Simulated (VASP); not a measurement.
Output of a VASP run:

**OSZICAR**
```
       N       E                     dE             d eps       ncg     rms          rms(c)
DAV:   1     0.131155311037E+03    0.13116E+03   -0.11196E+04  8648   0.148E+03
DAV:   2    -0.162002140914E+02   -0.14736E+03   -0.14599E+03  9942   0.359E+02
DAV:   3    -0.204357235173E+02   -0.42355E+01   -0.41971E+01 11594   0.517E+01
DAV:   4    -0.204664117489E+02   -0.30688E-01   -0.30625E-01  9830   0.519E+00
DAV:   5    -0.204667950913E+02   -0.38334E-03   -0.38295E-03 11685   0.587E-01    0.248E+01
DAV:   6    -0.197647798802E+02    0.70202E+00   -0.44003E+00 10425   0.154E+01    0.852E+00
DAV:   7    -0.196956817929E+02    0.69098E-01   -0.30946E-01  9816   0.330E+00    0.456E+00
DAV:   8    -0.196769744445E+02    0.18707E-01   -0.46044E-02 11181   0.194E+00    0.273E-01
DAV:   9    -0.196767225996E+02    0.25184E-03   -0.14225E-03 10425   0.307E-01    0.159E-01
DAV:  10    -0.196767335496E+02   -0.10950E-04   -0.35518E-04 10796   0.181E-01    0.364E-02
DAV:  11    -0.196767297815E+02    0.37681E-05   -0.38092E-05 10901   0.511E-02    0.119E-02
DAV:  12    -0.196767308829E+02   -0.11014E-05   -0.19191E-06 10712   0.988E-03    0.416E-03
DAV:  13    -0.196767300901E+02    0.79285E-06   -0.31151E-07  9441   0.555E-03    0.887E-04
DAV:  14    -0.196767300132E+02    0.76846E-07   -0.15419E-08  5279   0.122E-03
   1 F= -.19676730E+02 E0= -.19676730E+02  d E =0.000000E+00
```

OUTCAR:
```
------------------------ aborting loop because EDIFF is reached ----------------------------------------
  FORCE on cell =-STRESS in cart. coord.  units (eV):
  Direction    XX          YY          ZZ          XY          YZ          ZX
  --------------------------------------------------------------------------------------
  Total        0.0681252      0.0681252     -0.0950221      0.0000000     -0.0000000      0.0000000
  in kB        2.6730986      2.6730986     -3.7284821      0.0000000     -0.0000000      0.0000000
  external PRESSURE =       0.5392384 kB  Pullay stress =       0.0000000 kB
  volume of cell :       40.83
      direct lattice vectors                 reciprocal lattice vectors
    -1.611406250  1.611406250  3.931272036     0.000000000  0.310287986  0.127185297
     1.611406250 -1.611406250  3.931272036     0.310287986  0.000000000  0.127185297
     1.611406250  1.611406250 -3.931272036     0.310287986  0.310287986  0.000000000
 POSITION                                       TOTAL-FORCE (eV/Angst)
 -----------------------------------------------------------------------------------
      0.00000      0.00000      5.23112        -0.000000     -0.000000     -0.025453
      0.00000      0.00000      2.63143         0.000000      0.000000      0.025453
      0.00000      0.00000      0.00000         0.000000      0.000000      0.000000
 -----------------------------------------------------------------------------------
    total drift:                               -0.000000     -0.000000     -0.000000
  FREE ENERGIE OF THE ION-ELECTRON SYSTEM (eV)
  ---------------------------------------------------
  free  energy   TOTEN  =       -19.6767300132 eV

  energy  without entropy=      -19.6767300132  energy(sigma->0) =      -19.67673001

 total charge

# of ion       s       p       d       tot
------------------------------------------
    1        0.739   0.888   0.000   1.627
    2        0.739   0.888   0.000   1.627
    3        2.314   6.301   3.599  12.214
--------------------------------------------------
tot          3.792   8.078   3.599  15.469

 Electric field gradients after diagonalization (V/A^2)
 (convention: |V_zz| > |V_xx| > |V_yy|)
----------------------------------------------------------------------
 ion       V_xx      V_yy      V_zz     asymmetry (V_yy - V_xx)/ V_zz
----------------------------------------------------------------------
   1       4.489     4.489    -8.977       0.000
   2       4.489     4.489    -8.977       0.000
   3      68.162    68.161  -136.323       0.000
```
(Selected blocks of OUTCAR.)

File POSCAR:
```
WSi2
1
   -1.6114062499     1.6114062499     3.9312720357
    1.6114062499    -1.6114062499     3.9312720357
    1.6114062499     1.6114062499    -3.9312720357
Si W
2 1
Direct
  0.6653211915   0.6653211915   0.0000000000
  0.3346788085   0.3346788085   0.0000000000
  0.0000000000   0.0000000000   0.0000000000
```

Q: Write an INCAR and KPOINTS that could have produced this output.

A: Several could match; the one computed here: the input of the run itself, optB86b-vdW, plane waves, VASP's PBE PAW potentials (set 64).

### INCAR
```
# general
SYSTEM   = WSi2
PREC     = Accurate
ENCUT    = 520   # plane-wave cut-off (eV)
LREAL    = F   # projection in real space or not
LASPH    = T   # aspherical one-centre terms

# electronic loop
EDIFF    = 1E-7   # SCF stop (eV)
NELM     = 100
ALGO     = Normal
LMAXMIX  = 6   # l cut-off of mixed one-centre charges

# smearing
ISMEAR   = -5   # tetrahedra, Bloechl

# functional
GGA      = MK
LUSE_VDW = T
AGGAC    = 0.0
PARAM1   = 0.1234
PARAM2   = 1.0

# ions
ISIF     = 2   # forces and stress, cell fixed

# output
LWAVE    = F
LCHARG   = T
LORBIT   = 11
NEDOS    = 601   # DOS grid

# other
LEFG     = T
```

### KPOINTS
```
Automatic mesh
0
Gamma
15 15 15
0 0 0
```

POTCAR, in this order: Si W_sv (PBE.64 set). Program: vasp_std.

For a metal the tetrahedron method with Blöchl corrections gives inexact stress and forces.

The compound is WSi2 in the MoSi2 type structure. It was relaxed first.
